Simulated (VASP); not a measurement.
Consider the following.

```
CELL_PARAMETERS angstrom
      4.97157     0.00000     0.00000
      0.00000     4.97157     0.00000
      0.00000     0.00000     6.90091
ATOMIC_POSITIONS crystal
  Si 0.30387 0.30387 0.00000
  Si 0.80387 0.19613 0.75000
  Si 0.19613 0.80387 0.25000
  Si 0.69613 0.69613 0.50000
  O  0.23804 0.11163 0.18248
  O  0.73804 0.38837 0.56752
  O  0.26196 0.61163 0.06752
  O  0.76196 0.88837 0.68248
  O  0.88837 0.76196 0.31752
  O  0.38837 0.73804 0.43248
  O  0.61163 0.26196 0.93248
  O  0.11163 0.23804 0.81752
```

All values below come from r2SCAN meta-GGA, VASP's PBE PAW potentials (set 64) (plane waves; VASP). Run with 520 eV cut-off, 5×5×4 Γ-centred mesh, tetrahedra with Blöchl corrections, potentials Si O.

Problem. Predict the energy per atom (σ→0), band gap (over mesh and band path) with the smallest direct gap where there is one.

Solution. 
```yaml
band gap (over mesh and band path): 6.35 eV
smallest direct gap (over mesh and band path): 6.35 eV
energy per atom (σ→0): -9.930 eV/atom
```

Total energies compare only between runs with the same potentials, cut-off and functional.

The compound is SiO2 in the cristobalite structure. It was relaxed first.
